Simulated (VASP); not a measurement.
Input of a VASP 6.6.1 run:

File INCAR:

```
SYSTEM = MgO
PREC = Accurate
ENCUT = 520
EDIFF = 1E-6
ISMEAR = -1
SIGMA = 0.03
LREAL = .False.
LASPH = .True.
NELM = 80
ALGO = Normal
ISIF = 2
LWAVE = .False.
LCHARG = .True.
GGA = PE
LELF = .True.
LVHAR = .True.
NBANDS = 11
```

KPOINTS

```
regular mesh
0
Gamma
  9 9 9
  0 0 0
```

The input POSCAR:

```
MgO
1.0
    0.0000000000      2.1410000000      2.1410000000
    2.1410000000      0.0000000000      2.1410000000
    2.1410000000      2.1410000000      0.0000000000
Mg O
1 1
Direct
    0.0000000000      0.0000000000      0.0000000000
    0.5000000000      0.5000000000      0.5000000000
```

Potentials or basis: VASP PAW PBE potentials, release 64 (Mg, O).

The run is started by

```bash
$ cat potpaw_PBE.64/Mg/POTCAR potpaw_PBE.64/O/POTCAR > POTCAR
$ mpirun -np 1 vasp_std > vasp.out
```

Estimate the band gap on the k mesh.

4.26 eV, direct.

What does it give for the pressure?

-3.6 GPa.

**Measured values to compare with.**

“Electronic structure of alkaline earth and post-transition metal oxides”, 2009, arxiv:0908.1581 quotes, for a bulk crystal of MgO: band gap 7.83 eV.

A measured gap of MgO is 7.83 eV (quoted in “Electronic structure of alkaline earth and post-transition metal oxides”, 2009, arxiv:0908.1581); the calculated 4.26 eV misses it by -3.57 eV. The value is that of PBE, without temperature or zero-point motion. Semilocal functionals fall short of measured gaps as a rule.
